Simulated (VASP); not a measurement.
Consider the following.

```
CELL_PARAMETERS angstrom
      4.12000     0.00000     0.00000
      0.00000     4.12000     0.00000
      0.00000     0.00000     4.12000
ATOMIC_POSITIONS crystal
  Cs 0.00000 0.00000 0.00000
  Cl 0.50000 0.50000 0.50000
```

Computed with optB86b-vdW, VASP's PBE PAW potentials (set 64) (plane waves; VASP). Run with 520 eV cut-off, 6×6×6 Γ-centred mesh, Gaussian smearing of 0.050 eV, potentials Cs_sv Cl.

Energy and stress use the plane-wave basis of the starting cell.

Task: The ions, cell shape and volume are relaxed. Predict the relaxed structure.

Result: 
```
CELL_PARAMETERS angstrom
      4.09051     0.00000     0.00000
      0.00000     4.09051     0.00000
      0.00000     0.00000     4.09051
ATOMIC_POSITIONS crystal
  Cs 0.00000 0.00000 0.00000
  Cl 0.50000 0.50000 0.50000
```
Space group Pm-3m (221), at a tolerance of 0.03 Å.

Task: How do energy and volume change from the first to the last step?

Result: The energy (σ→0) changes by -1.0 meV/atom and the volume by -2.1 %, in 3 ionic steps.

| step | E(σ→0) (eV) | max force (eV/Å) | pressure (GPa) | volume (Å³) |
|---|---|---|---|---|
| 1 | -2.2933 | 0.000 | -0.42 | 69.93 |
| 2 | -2.2950 | 0.000 | -0.17 | 69.01 |
| 3 | -2.2953 | 0.000 | 0.00 | 68.44 |

The compound is CsCl in the CsCl type structure. This run relaxes it. Symmetry was kept, so distortions that lower it aren't found.
